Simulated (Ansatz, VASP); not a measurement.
**Cross-check of CO2 between VASP and Ansatz**

Wanted: the spread between two codes on one cell, functional and k mesh. The cell is taken from a series of runs on this material, whose earlier steps may have relaxed, scaled, displaced or heated it; both programs get it as it stands.

Main program and level: Ansatz 0.2.0; plane waves, with VASP 6.6.1 beside it; G0W0 gap at LDA.

### Step 1. The starting structure

Symmetry: Cmce, No. 64, orthorhombic system. The conventional cell has a = 5.272 Å, b = 4.775 Å, c = 6.587 Å, α = 90.00°, β = 90.00°, γ = 90.00°. Nearest to C lie 2 O at 1.16 Å. Nearest to O lie 1 C at 1.16 Å. Farther neighbours and most contacts between anions are not listed.

### Step 2. Ansatz: G0W0 gap, LDA

Ansatz runs on its default PAW (the set named soft_2) files.

Quasiparticle shifts depend on high empty states and on the cores, so they are the hardest test of two PAW sets.

File input.yaml:

```yaml
crystal:
  lattice:
    - [2.63591123, -2.38737812, 0.0]
    - [2.63591123, 2.38737812, 0.0]
    - [0.0, 0.0, 6.58717491]
  atoms:
    - { symbol: C, position: [0.0, 0.0, 0.0] }
    - { symbol: C, position: [0.5, 0.5, 0.5] }
    - { symbol: O, position: [0.8052637924, 0.1947362076, 0.8944082801] }
    - { symbol: O, position: [0.1947362076, 0.8052637924, 0.1055917199] }
    - { symbol: O, position: [0.6947362076, 0.3052637924, 0.3944082801] }
    - { symbol: O, position: [0.3052637924, 0.6947362076, 0.6055917199] }
kpoints:
  mp_grid: { grid: [4, 4, 2] }
hamiltonian:
  xc: lda
scf:
  occupations: { method: fixed }
gw:
  n_empty_bands: 87
  ecut_chi: 60.0
  qp_bands: [v1, c1]
  qp_kpoints: band_edges
  screening: { model: contour_deformation }
```

Command:

```sh
ansatz run input.yaml --threads 4 --pin off --max-ram 36864MiB --backend cpu --events-out ev --progress --plain --runs-dir out
```

Numbers of over 12 decimals in the logs are rounded to 6 here.

Output:

```text
Engine: ansatz 0.2.0, aarch64-unknown-linux-gnu
Pseudopotentials: kind: paw
Pseudopotential: C, paw, valence charge 4, recommended cutoff 420 eV (normal), C.paw.azcp
Pseudopotential: O, paw, valence charge 6, recommended cutoff 420 eV (normal), O.paw.azcp
Functional definition: SPW92
  exchange = slater_x
  correlation = pw_c
Crystal: 6 atoms, lattice volume = 82.905 Å³
Basis set: ecut = 420 eV, 1601 PW (Γ)
Bands: 22, of which v1, the nominal top of the filled ones, is band 16 counted from 1 (15 counted from 0)
Symmetry: 8 space group operations
Space group: Cmce (ITA 64), of the structure as read, at distance tolerance 4.4e-5 Å
k-points: 14 of 32
Non-local potential: C, projectors of the file, l = 0: 2, l = 1: 2, l = 2: 1
Non-local potential: O, projectors of the file, l = 0: 2, l = 1: 2, l = 2: 1
PAW form: soft (Blöchl's): semilocal exchange-correlation on the pseudo side does not see the compensation charge
PAW frozen core: C, regenerated for the run's functional, and the local potential with it (the file was generated under x = pbe(κ = 0.804, μ = 0.219515), c = pbe(β = 0.066725))
PAW frozen core: O, regenerated for the run's functional, and the local potential with it (the file was generated under x = pbe(κ = 0.804, μ = 0.219515), c = pbe(β = 0.066725))
PAW one-centre angular grid: C, 110 points (default); XC on 64 Gauss nodes
PAW one-centre angular grid: O, 110 points (default); XC on 64 Gauss nodes
Initial density: superposition of atomic densities (neutral atoms: chi_scale 0, normalization atom), corrected by the library's trained network
Initial wavefunctions: pseudopotential atomic-orbital guess
Functional: x = slater, c = lda
SCF iter   1: F=—  HF=-2704.005269 eV  |F-HF|=—  |Δ(HF+E_count)|=         —  Δρ=1.14e-2  dr2=8.98e-2  ethr=1.77e-3  ⟨swp⟩=4.0  Hψ=1248  notcnv=0  defer=34
preconditioner: auto → none  [insulator: Δε(μ)=6.232 eV  Ē_g=15.842 eV  n_scr=16 (ndim 8)  ℏωp=23.1 eV  f_vac=0.143  ε∞_Penn≈3.1]
SCF iter   2: F=—  HF=-2703.985978 eV  |F-HF|=—  |Δ(HF+E_count)|=   1.93e-2  Δρ=6.42e-3  dr2=2.31e-2  ethr=2.81e-4  ⟨swp⟩=2.0  Hψ=647  notcnv=0  defer=53
SCF iter   3: F=—  HF=-2703.980019 eV  |F-HF|=—  |Δ(HF+E_count)|=   5.96e-3  Δρ=2.03e-3  dr2=1.89e-3  ethr=7.23e-5  ⟨swp⟩=2.0  Hψ=527  notcnv=0  defer=56
SCF iter   4: F=—  HF=-2703.979678 eV  |F-HF|=—  |Δ(HF+E_count)|=   3.40e-4  Δρ=5.66e-4  dr2=1.50e-4  ethr=5.91e-6  ⟨swp⟩=2.9  Hψ=429  notcnv=0  defer=54
SCF iter   5: F=—  HF=-2703.979660 eV  |F-HF|=—  |Δ(HF+E_count)|=   1.82e-5  Δρ=6.01e-5  dr2=7.74e-7  ethr=4.67e-7  ⟨swp⟩=2.6  Hψ=485  notcnv=0  defer=24
SCF iter   6: F=—  HF=-2703.979660 eV  |F-HF|=—  |Δ(HF+E_count)|=   3.30e-7  Δρ=2.12e-5  dr2=2.40e-7  ethr=3.13e-10  ⟨swp⟩=9.1  Hψ=1270  notcnv=0
SCF iter   7: F=-2703.979660 eV  HF=-2703.979660 eV  |F-HF|=1.06e-8  |Δ(HF+E_count)|=   7.86e-8  Δρ=5.16e-6  dr2=1.40e-8  ethr=3.13e-10  ⟨swp⟩=2.0  Hψ=588  notcnv=0
SCF 1 converged in 7 iterations: F = -2703.979660 eV  dr2 = 1.40e-8
  greatest PAW one-centre occupation: 0.879 electrons in one spin orbital (limit 2), on the O atom at site 5 (counted from 0), in its partial waves of l = 0
NSCF: frozen V_eff on 14 k-points
G₀W₀ screening: q 1/14
[... further progress lines ...]
NSCF: frozen V_eff on 1 k-points
NSCF: frozen V_eff on 1 k-points
SCF converged after 7 iterations
Free energy (F): -2703.979660 eV
Harris-Foulkes:  -2703.979660 eV  (|F-HF|=1.06e-8)
Internal energy: -2703.979660 eV  (E = F + TS)
E sigma→0 (E₀):  -2703.979660 eV
Fermi energy:    -1.760133 eV
--- Per-component energies (eV) ---
  E_band       = -291.647891
  E_kinetic    = 866.671134
  E_local      = -2318.835450  (includes V_loc(G=0)·N_el)
  E_nonlocal   = 260.873174
  E_hartree    = 770.570354
  E_xc         = -374.493859
  E_vxc        = -477.218606  (∫ρ·V_xc dr)
  E_paw        = -773.742818  (= ΣΔE_a)
  E_vpaw       = -164.294708  (= ΣTr[D̂ρ^β])
  E_aug_tail   = 0.010068  (compensation charges beyond the density's cutoff)
  E_ewald      = -1135.545614
  E_core_change = 0.513351  (= ΣΔE_core)
  E_smearing   = -0.000000  (= −TS)
  E_closure    = 0.000000  (closes the sum)
  Σ components = -2703.979660   (vs F -2703.979660, Δ=0.00e0)
--- Band table (eV; the first three rows and the last of 14) ---
  k-point 0: bands = [... 12 lower, -2.7773, -2.7161, -2.4199, -2.3517, 4.6146, 5.2971, 5.9067, 5.9922, ... 2 higher]
  k-point 1: bands = [... 12 lower, -2.6008, -2.6008, -2.5184, -2.5184, 5.6295, 5.6295, 5.6981, 5.6981, ... 2 higher]
  k-point 2: bands = [... 12 lower, -2.6735, -2.3857, -2.3160, -2.1754, 5.5672, 5.5933, 6.0386, 6.2029, ... 2 higher]
  k-point 13: bands = [... 12 lower, -2.4655, -2.4655, -2.0599, -2.0599, 6.5822, 6.5822, 7.1438, 7.1438, ... 2 higher]
--- G₀W₀: contour deformation, 5 samples at zero and on the imaginary axis and 1 off it, 32 q-points, 87 empty bands' worth ---
  eigenvalues of the whole cell's RPA ε∞ on this k-mesh (on a slab, of 1 + 4πα/V) = 1.7283, 2.0149, 2.2112; static W/v taken at q = 0 is 0.507044
  bands read: the sum over 103 bands ends inside a degenerate multiplet in 8 slots, whose members it reads at an even weight; the widest, k=1: bands 103 to 104 (counted from 1) at 1/2 each
  gw.qp_kpoints: band_edges: 14 of 14 stored k-points solved, in 1 pass; an edge of the gap read off the rows below is read off those points alone
  `?` marks the rows in doubt; gw_qp.tsv's column doubts and the gw_qp event give each row's grounds
    ik  band        ε_KS         Σx   Σc(E_QP)       V_xc       Z   E_QP_lin       E_QP  E_QP is
     0    16     -2.3517   -25.6280     3.5620   -20.2827  0.8226    -4.1598    -4.1349  root
     0    17      4.6146    -6.4087    -3.2249   -11.6045  0.8822     6.6063     6.5856  root
     1    16     -2.5184   -25.2570     3.5518   -19.8936  0.8228    -4.3562    -4.3300  root
     1    17      5.6295   -10.4396    -2.9002   -16.7731  0.8520     9.1368     9.0628  root
     2    16     -2.1754   -25.8128     3.5363   -20.5419  0.8231    -3.9329    -3.9099  root
     2    17      5.5672    -6.8950    -3.2749   -12.4474  0.8760     7.8746     7.8447  root
     3    16     -2.2109   -25.7813     3.5436   -20.5003  0.8230    -3.9714    -3.9482  root
     3    17      5.8694   -10.4695    -2.9970   -16.9467  0.8508     9.4291     9.3496  root
     4    16     -2.0519   -25.9239     3.5272   -20.6910  0.8234    -3.7794    -3.7576  root
     4    17      5.7697   -10.2794    -2.9740   -16.6683  0.8525     9.2589     9.1845  root
     5    16     -2.0127   -25.9720     3.5164   -20.7593  0.8235    -3.7305    -3.7090  root
     5    17      5.8462   -10.5095    -2.9795   -16.9664  0.8508     9.4025     9.3237  root
     6    16     -2.2241   -25.7573     3.5496   -20.4575  0.8228    -3.9980    -3.9744  root
     6    17      5.9662    -7.1261    -3.3968   -13.2064  0.8705     8.6941     8.6496  root
     7    16     -2.1666   -25.8703     3.5353   -20.6122  0.8230    -3.9119    -3.8893  root
     7    17      6.1940    -9.7210    -3.2072   -16.3780  0.8529     9.7257     9.6438  root
     8    16     -1.9861   -26.0110     3.5128   -20.8181  0.8235    -3.6870    -3.6660  root
     8    17      5.9492   -10.6395    -2.9966   -17.1221  0.8502     9.5151     9.4351  root
     9    16     -2.0779   -25.8687     3.5188   -20.6466  0.8234    -3.8030    -3.7812  root
     9    17      6.3056   -10.7894    -3.1467   -17.5483  0.8470    10.0110     9.9178  root
    10    16     -2.0450   -26.0378     3.5346   -20.8013  0.8231    -3.7687    -3.7470  root
    10    17      6.1292   -10.0258    -3.1575   -16.6652  0.8520     9.6935     9.6112  root
    11    16     -2.1640   -25.8206     3.5368   -20.5482  0.8232    -3.9225    -3.8996  root
    11    17      6.2505   -10.1511    -3.1901   -16.8828  0.8502     9.8796     9.7921  root
    12    16     -1.7601   -26.3096     3.4971   -21.1845  0.8237    -3.4072    -3.3881  root
    12    17      5.9949   -10.7700    -2.9743   -17.2241  0.8497     9.5548     9.4747  root
    13    16     -2.0599   -25.7652     3.5047   -20.5600  0.8237    -3.7819    -3.7602  root
    13    17      6.5822   -11.1443    -3.2080   -18.0232  0.8442    10.3547    10.2531  root ?
```

The column dr2 measures how far the density is from self-consistency, as an energy; F and HF (Harris–Foulkes) agree once it is small.

[end of part 1 of 2]

[Lines on the potential files, build, host, timing and source positions are cut from VASP's logs without a mark.]

[Logs are printed without paths, hosts, clocks, repeated set-up lines and the standing remarks that a program may print on its own settings, such as how far it seeks lower states.]

[Hosts, paths, dates, database ids (printed as entryN), source tags and the programs' standing remarks are cut or masked in the printed files.]
